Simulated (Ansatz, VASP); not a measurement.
# CoNi3N in two plane-wave programs, part 2 of 2

One calculation is typed for both programs; each brings its own data sets. How far apart do they land? The cell is taken from a series of runs on this material, whose earlier steps may have relaxed, scaled, displaced or heated it; both programs get it as it stands.

VASP 6.6.1 and Ansatz 0.2.0.

So far: Starting point; Ansatz: relaxation of cell and atoms, PBE.

The structure was built from a prototype and need not be the compound's stable phase.

### Step 3. VASP: relaxation of cell and atoms, PBE

Level of this step: PBE, spin-polarised from a ferromagnetic start; plane waves and PAW (Ni, Co, N) (VASP).

The same cell, functional, mesh and smearing now go to VASP, with its own data sets.

Lines of VASP's logs that name or quote its potential files are left out, and so is its time.

File INCAR:

```
SYSTEM = CoNi3N
PREC = Accurate
ENCUT = 600
EDIFF = 1E-07
NELM = 200
ISMEAR = -1
SIGMA = 0.05
LREAL = .FALSE.
ALGO = Normal
GGA = PE
NBANDS = 32
ISPIN = 2
MAGMOM = 0.33 0.33 0.33 1.99 0.03
LASPH = .TRUE.
LMAXMIX = 4
LORBIT = 11
LWAVE = .FALSE.
LCHARG = .FALSE.
ISIF = 3
IBRION = 2
NSW = 80
EDIFFG = -0.005
GGA_COMPAT = .FALSE.
NELMIN = 4
KPAR = 2
```

File POSCAR:

```
CoNi3N
1.0
    3.7400150000      0.0000000000      0.0000000000
    0.0000000000      3.7400150000      0.0000000000
    0.0000000000      0.0000000000      3.7400150000
Ni Co N
3 1 1
Direct
    0.0000000000      0.5000001337      0.5000001337
    0.5000001337      0.5000001337      0.0000000000
    0.5000001337      0.0000000000      0.5000001337
    0.0000000000      0.0000000000      0.0000000000
    0.5000001337      0.5000001337      0.5000001337
```

File KPOINTS:

```
Automatic mesh
0
Gamma
12 12 12
0 0 0
```

PAW data sets: Ni, Co and N (PBE family, release 64).

Launch:

```console
$ mpirun -np 2 vasp_std
```

Numbers of over 12 decimals in the logs are rounded to 6 here.

Log:

```text
[banner, memory and clock lines left out]
running    2 mpi-ranks, on    1 nodes
 distrk:  each k-point on    1 cores,    2 groups
 distr:  one band on    1 cores,    1 groups

 POSCAR found type information on POSCAR NiCoN
 POSCAR found :  3 types and       5 ions
 LDA part: xc-table for (Slater+PW92), standard interpolation
 POSCAR, INCAR and KPOINTS ok, starting setup
 FFT: planning ... GRIDC
 FFT: planning ... GRID_SOFT
 FFT: planning ... GRID
 WAVECAR not read
 entering main loop
       N       E                     dE             d eps       ncg     rms          rms(c)
DAV:   1     0.341314554728E+03    0.34131E+03   -0.21188E+04 10848   0.205E+03
DAV:   2    -0.259492285304E+01   -0.34391E+03   -0.32221E+03 10904   0.389E+02
DAV:   3    -0.358093870395E+02   -0.33214E+02   -0.31327E+02 11952   0.143E+02
DAV:   4    -0.368813221967E+02   -0.10719E+01   -0.10674E+01 12088   0.257E+01
DAV:   5    -0.369102378869E+02   -0.28916E-01   -0.28912E-01 14328   0.364E+00    0.265E+01
DAV:   6    -0.361723329042E+02    0.73790E+00   -0.52720E+01 13432   0.106E+02    0.306E+01
DAV:   7    -0.383460418163E+02   -0.21737E+01   -0.40106E+01 12304   0.136E+02    0.347E+01
DAV:   8    -0.308641426236E+02    0.74819E+01   -0.15871E+01 12816   0.522E+01    0.785E+00
DAV:   9    -0.311383248021E+02   -0.27418E+00   -0.18529E+00 11568   0.128E+01    0.691E+00
DAV:  10    -0.310403961355E+02    0.97929E-01   -0.69545E-01 13376   0.129E+01    0.249E+00
DAV:  11    -0.310593845191E+02   -0.18988E-01   -0.82910E-02 13504   0.255E+00    0.210E+00
DAV:  12    -0.310515033040E+02    0.78812E-02   -0.36789E-02 13368   0.500E+00    0.611E-01
DAV:  13    -0.310530203182E+02   -0.15170E-02   -0.84158E-03 13096   0.693E-01    0.618E-01
DAV:  14    -0.310525941492E+02    0.42617E-03   -0.23176E-03 12288   0.120E+00    0.124E-01
DAV:  15    -0.310526827695E+02   -0.88620E-04   -0.44819E-04 14056   0.170E-01    0.626E-02
DAV:  16    -0.310526940099E+02   -0.11240E-04   -0.37525E-05 16696   0.796E-02    0.314E-02
DAV:  17    -0.310526916797E+02    0.23302E-05   -0.88474E-06 15344   0.510E-02    0.925E-03
DAV:  18    -0.310526913255E+02    0.35417E-06   -0.27330E-06 15072   0.161E-02    0.342E-03
DAV:  19    -0.310526913695E+02   -0.43967E-07   -0.38600E-07  9616   0.889E-03
   1 F= -.31052691E+02 E0= -.31025658E+02  d E =-.310527E+02  mag=     2.9373
 curvature:   0.00 expect dE= 0.000E+00 dE for cont linesearch  0.000E+00
 trial: gam= 0.00000 g(F)=  0.000E+00 g(S)=  0.711E-03 ort = 0.000E+00 (trialstep = 0.100E+01)
 search vector abs. value=  0.711E-03
 bond charge predicted
       N       E                     dE             d eps       ncg     rms          rms(c)
DAV:   1    -0.310665500945E+02   -0.13859E-01   -0.14462E-01 10960   0.510E+00    0.106E+00
DAV:   2    -0.311013907224E+02   -0.34841E-01   -0.25314E-01 11944   0.896E+00    0.349E+00
DAV:   3    -0.310606179267E+02    0.40773E-01   -0.26252E-01 12168   0.888E+00    0.132E+00
DAV:   4    -0.310529188396E+02    0.76991E-02   -0.20884E-02 13256   0.236E+00    0.219E-01
DAV:   5    -0.310528466613E+02    0.72178E-04   -0.21679E-03 11448   0.440E-01    0.995E-02
DAV:   6    -0.310527236757E+02    0.12299E-03   -0.13771E-04 14952   0.148E-01    0.327E-02
DAV:   7    -0.310527121816E+02    0.11494E-04   -0.43378E-05 10976   0.744E-02    0.156E-02
DAV:   8    -0.310527114681E+02    0.71346E-06   -0.67735E-06 13448   0.254E-02    0.116E-02
DAV:   9    -0.310527117346E+02   -0.26643E-06   -0.14516E-06 12984   0.148E-02    0.549E-03
DAV:  10    -0.310527121642E+02   -0.42967E-06   -0.18706E-07  8040   0.430E-03    0.208E-03
DAV:  11    -0.310527123547E+02   -0.19050E-06   -0.13649E-07  6456   0.444E-03    0.774E-04
DAV:  12    -0.310527124021E+02   -0.47379E-07   -0.20898E-08  5600   0.191E-03
   2 F= -.31052712E+02 E0= -.31025632E+02  d E =-.210326E-04  mag=     2.9441
 trial-energy change:   -0.000021  1 .order   -0.000035   -0.000711    0.000642
 step:   0.5105(harm=  0.5256)  dis= 0.00000  next Energy=   -31.052871 (dE=-0.180E-03)
 bond charge predicted
       N       E                     dE             d eps       ncg     rms          rms(c)
DAV:   1    -0.310561731427E+02   -0.34608E-02   -0.34558E-02 10976   0.249E+00    0.518E-01
DAV:   2    -0.310647849379E+02   -0.86118E-02   -0.53264E-02 11936   0.437E+00    0.177E+00
DAV:   3    -0.310547631175E+02    0.10022E-01   -0.63377E-02 12152   0.426E+00    0.634E-01
DAV:   4    -0.310529322002E+02    0.18309E-02   -0.47052E-03 13160   0.115E+00    0.111E-01
DAV:   5    -0.310529042097E+02    0.27990E-04   -0.51526E-04 11936   0.214E-01    0.467E-02
DAV:   6    -0.310528761365E+02    0.28073E-04   -0.30349E-05 14520   0.687E-02    0.176E-02
DAV:   7    -0.310528731101E+02    0.30264E-05   -0.10082E-05 10944   0.354E-02    0.713E-03
DAV:   8    -0.310528726763E+02    0.43379E-06   -0.17802E-06 14288   0.115E-02    0.565E-03
DAV:   9    -0.310528722838E+02    0.39248E-06   -0.38928E-07  8200   0.823E-03    0.241E-03
DAV:  10    -0.310528720171E+02    0.26668E-06   -0.62450E-08  5568   0.242E-03    0.815E-04
DAV:  11    -0.310528719468E+02    0.70291E-07   -0.29965E-08  5552   0.206E-03
   3 F= -.31052872E+02 E0= -.31025815E+02  d E =-.180577E-03  mag=     2.9408
 curvature:  -0.26 expect dE=-0.837E-07 dE for cont linesearch -0.837E-07
 trial: gam=-0.02073 g(F)=  0.705E-48 g(S)=  0.319E-06 ort = 0.151E-04 (trialstep = 0.902E+00)
 search vector abs. value=  0.243E-09
 reached required accuracy - stopping structural energy minimisation
```

From OUTCAR (step 3):

```text
ion  position               nearest neighbor table
   1  0.000  0.500  0.500-   5 1.87   5 1.87   3 2.64   4 2.64   2 2.64   3 2.64   2 2.64   2 2.64
                             4 2.64   3 2.64   4 2.64   2 2.64   3 2.64   4 2.64
   2  0.500  0.500  0.000-   5 1.87   5 1.87   3 2.64   4 2.64   1 2.64   3 2.64   1 2.64   3 2.64
                             4 2.64   1 2.64   4 2.64   3 2.64   1 2.64   4 2.64
   3  0.500  0.000  0.500-   5 1.87   5 1.87   2 2.64   4 2.64   1 2.64   2 2.64   1 2.64   2 2.64
                             4 2.64   1 2.64   4 2.64   2 2.64   1 2.64   4 2.64
   4  0.000  0.000  0.000-   1 2.64   2 2.64   3 2.64   2 2.64   1 2.64   3 2.64   2 2.64   3 2.64
                             1 2.64   3 2.64   1 2.64   2 2.64
   5  0.500  0.500  0.500-   1 1.87   2 1.87   3 1.87   2 1.87   3 1.87   1 1.87

  LATTYP: Found a simple cubic cell.
 ALAT       =     3.7400150000

 Subroutine GETGRP returns: Found 48 space group operations
 (whereof 48 operations were pure point group operations)

The static configuration has the point symmetry O_h .

 Found     84 irreducible k-points:

   k-points           NKPTS =     84   k-points in BZ     NKDIM =     84   number of bands    NBANDS=     32

   dimension x,y,z NGX =    30 NGY =   30 NGZ =   30
   dimension x,y,z NGXF=    60 NGYF=   60 NGZF=   60

   ENCUT  =  600.0 eV  44.10 Ry    6.64 a.u.   7.47  7.47  7.47*2*pi/ulx,y,z

   NELECT =      44.0000    total number of electrons

 k-points in reciprocal lattice and weights: Automatic mesh
   0.00000000  0.00000000  0.00000000       0.001
   0.08333333  0.00000000  0.00000000       0.003
   0.16666667  0.00000000  0.00000000       0.003
   0.25000000  0.00000000  0.00000000       0.003
   0.33333333  0.00000000  0.00000000       0.003
   0.41666667  0.00000000  0.00000000       0.003
   0.50000000  0.00000000  0.00000000       0.002
   0.08333333  0.08333333  0.00000000       0.007
   0.16666667  0.08333333  0.00000000       0.014
[...]
0.50000000  0.50000000  0.41666667       0.003
   0.50000000  0.50000000  0.50000000       0.001

 average (electrostatic) potential at core
       1 -82.5760       2 -82.5760       3 -82.5760       4 -79.5811       5 -61.3794

 E-fermi :   8.9611

 spin component 1
 k-point     1 :       0.0000    0.0000    0.0000
  band No.  band energies     occupation
    ...
     20       8.1258      1.00000
     21       8.2453      1.00000
     22       8.3469      1.00000
     23       8.3469      1.00000
     24       8.3469      1.00000
     25      10.6589      0.00000
     26      13.8688      0.00000
     27      13.8688      0.00000
     28      13.8688      0.00000
     29      15.7612      0.00000
    ...

 k-point     2 :       0.0833    0.0000    0.0000
  band No.  band energies     occupation
    ...
     20       8.1339      1.00000
     21       8.2218      1.00000
     22       8.2858      1.00000
     23       8.2859      1.00000
     24       8.3470      1.00000
     25      10.7186      0.00000
     26      13.3940      0.00000
     27      13.9551      0.00000
     28      13.9551      0.00000
     29      15.7877      0.00000
    ...

 k-point     3 :       0.1667    0.0000    0.0000
  band No.  band energies     occupation
    ...
     20       8.1260      1.00000
     21       8.1538      1.00000
     22       8.1632      1.00000
     23       8.1632      1.00000
     24       8.3471      1.00000
     25      10.8818      0.00000
     26      12.6346      0.00000
     27      14.1899      0.00000
     28      14.1899      0.00000
     29      15.8701      0.00000
    ...

 k-point     4 :       0.2500    0.0000    0.0000
  band No.  band energies     occupation
    ...
     20       8.0492      1.00000
     21       8.1262      1.00000
     22       8.2041      1.00000
     23       8.2041      1.00000
     24       8.3473      1.00000
     25      11.0618      0.00000
     26      12.0659      0.00000
     27      14.5118      0.00000
     28      14.5118      0.00000
     29      16.0170      0.00000
    ...

 k-point     5 :       0.3333    0.0000    0.0000
  band No.  band energies     occupation
    ...
     20       7.9227      1.00000
     21       8.1264      1.00000
     22       8.2577      1.00000
     23       8.2577      1.00000
     24       8.3474      1.00000
     25      11.0826      0.00000
     26      11.8752      0.00000
     27      14.8408      0.00000
     28      14.8408      0.00000
     29      16.2410      0.00000
    ...

 k-point     6 :       0.4167    0.0000    0.0000
  band No.  band energies     occupation
    ...
     20       7.7954      1.00000
     21       8.1265      1.00000
     22       8.3048      1.00000
     23       8.3048      1.00000
     24       8.3475      1.00000
     25      10.9872      0.00000
     26      11.9261      0.00000
     27      15.0909      0.00000
     28      15.0909      0.00000
     29      16.5504      0.00000
    ...

  Total        0.0033191      0.0033191      0.0033191      0.0000000     -0.0000000      0.0000000
  in kB        0.1014170      0.1014170      0.1014170      0.0000000     -0.0000000      0.0000000
  external PRESSURE =       0.1014170 kB  Pullay stress =       0.0000000 kB

  energy-cutoff  :      600.00
  volume of cell :       52.44
      direct lattice vectors                 reciprocal lattice vectors
     3.742902798 -0.000000000 -0.000000000     0.267172314  0.000000000 -0.000000000
    -0.000000000  3.742902798 -0.000000000     0.000000000  0.267172314  0.000000000
     0.000000000 -0.000000000  3.742902798     0.000000000  0.000000000  0.267172314

 POSITION                                       TOTAL-FORCE (eV/Angst)
 -----------------------------------------------------------------------------------
     -0.00000      1.87145      1.87145         0.000000      0.000000      0.000000
      1.87145      1.87145     -0.00000         0.000000     -0.000000      0.000000
      1.87145     -0.00000      1.87145        -0.000000      0.000000      0.000000
      0.00000      0.00000      0.00000        -0.000000     -0.000000      0.000000
      1.87145      1.87145      1.87145         0.000000      0.000000      0.000000
 -----------------------------------------------------------------------------------
    total drift:                               -0.000369     -0.000369     -0.000369

  FREE ENERGIE OF THE ION-ELECTRON SYSTEM (eV)
  ---------------------------------------------------
  free  energy   TOTEN  =       -31.0528719468 eV

  energy  without entropy=      -30.9987589819  energy(sigma->0) =      -31.02581546

 reached required accuracy - stopping structural energy minimisation

 total charge
# of ion       s       p       d       tot
------------------------------------------
    1        0.450   0.573   8.418   9.441
    2        0.450   0.573   8.418   9.441
    3        0.450   0.573   8.418   9.441
    4        0.385   0.351   7.189   7.925
    5        1.237   2.492   0.000   3.729
--------------------------------------------------
tot          2.973   4.560  32.442  39.976

 magnetization (x)
# of ion       s       p       d       tot
------------------------------------------
    1       -0.003  -0.007   0.331   0.321
    2       -0.003  -0.007   0.331   0.321
    3       -0.003  -0.007   0.331   0.321
    4        0.010   0.006   1.955   1.972
    5       -0.001   0.027   0.000   0.026
--------------------------------------------------
tot          0.000   0.012   2.948   2.960

[... 6 further parts left out ...]
```

The run keeps the 48 symmetry operations of its start, so it cannot find a distortion of lower symmetry.

### Step 4. Side by side

Known differences besides the potentials themselves: VASP starts from the moments at which Ansatz ended; the data sets hold 76 valence electrons in Ansatz (on its default PAW (the set named soft_2) files) and 44 in VASP; the cutoff is 420 eV in Ansatz and 600 eV in VASP; Ansatz adds a Pulay correction to the stress that steers its cell, VASP none; site moments are counted in spheres of each program's own size. Total energies have different zeros and are not compared.

Compared:

```tsv
quantity	Ansatz	VASP	difference
volume (Å³)	52.42	52.44	-0.04 %
edge a after relaxation, in the typed setting (Å)	3.742	3.743	-0.01 %
total moment (μB)	2.96	2.94	+0.02
moment on Co4 (μB)	1.99	1.97	+0.02
moment on Ni1 (μB)	0.33	0.32	+0.01
moment on Ni2 (μB)	0.33	0.32	+0.01
moment on Ni3 (μB)	0.33	0.32	+0.01
```

### Step 5. What came out

| Property | Result |
| --- | --- |
| difference in volume (relaxation of cell and atoms, PBE) | -0.039 % |

The difference in volume is -0.039 % (relaxation of cell and atoms, PBE), within the 1.2 % picked in this series as the mark of a large difference, as far as the stopping tolerances let one tell. The data sets hold unlike numbers of valence electrons (76 in Ansatz and 44 in VASP), so part of the differences comes from the potentials. 1 further run of this series is not shown here. Such differences can come from data sets, numerical settings and the points named under the comparisons, not from the functional's error against experiment.

[Lines on the potential files, build, host, timing and source positions are cut from VASP's logs without a mark.]

[Logs are printed without paths, hosts, clocks, repeated set-up lines and the standing remarks that a program may print on its own settings, such as how far it seeks lower states.]

[Hosts, paths, dates, database ids (printed as entryN), source tags and the programs' standing remarks are cut or masked in the printed files.]
